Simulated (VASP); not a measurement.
VASP ran on this input.

### KPOINTS
```
kpoints
0
gamma
  13 13 13
0 0 0
```

File POSCAR:
```
NiAl
2.8353590
  1.0000001536   0.0000000000   0.0000000000
  0.0000000000   1.0000001536   0.0000000000
  0.0000000000   0.0000000000   1.0000001536
Al Ni
1 1
direct
  0.5000000000   0.5000000000   0.5000000000
  0.0000000000   0.0000000000   0.0000000000
```

### INCAR
```
SYSTEM = NiAl
PREC = Accurate; ENCUT = 520; LREAL = .False.
LASPH = .True.
EDIFF = 1E-7; NELM = 100; ALGO = Normal
LMAXMIX = 4
ISMEAR = 1; SIGMA = 0.1
GGA = PE
ISIF = 2
LWAVE = .False.; LCHARG = .False.
```

POTCAR, in this order: Al Ni (PBE.64 set). Program: vasp_std.

Translate this PBE calculation to Quantum ESPRESSO's pw.x.

One equivalent input (not run):
```
&CONTROL
  calculation = 'scf'
  pseudo_dir = './pseudo'
  outdir = './out'
  tprnfor = .true.
  tstress = .true.
/
&SYSTEM
  ibrav = 0
  nat = 2
  ntyp = 2
  ecutwfc = 98
  occupations = 'smearing'
  smearing = 'methfessel-paxton'
  degauss = 0.00735
  input_dft = 'pbe'
/
&ELECTRONS
  conv_thr = 7.3e-09
  electron_maxstep = 100
/
ATOMIC_SPECIES
  Al 26.982 Al.upf
  Ni 58.693 Ni.upf
CELL_PARAMETERS angstrom
     2.8353594    0.0000000    0.0000000
     0.0000000    2.8353594    0.0000000
     0.0000000    0.0000000    2.8353594
ATOMIC_POSITIONS crystal
  Al   0.5000000  0.5000000  0.5000000
  Ni   0.0000000  0.0000000  0.0000000
K_POINTS automatic
  13 13 13 0 0 0
```
The two are equivalent in intent, not identical: the potentials are each code's own (VASP's PAW set, PseudoDojo norm-conserving files in pw.x), so ENCUT and ecutwfc are chosen apart and not converted; conv_thr bounds pw.x's estimated SCF error, while EDIFF bounds the energy change between steps.

The compound is NiAl in the CsCl type structure. This cell is one point of a volume scan, at 0.94 of the reference volume.
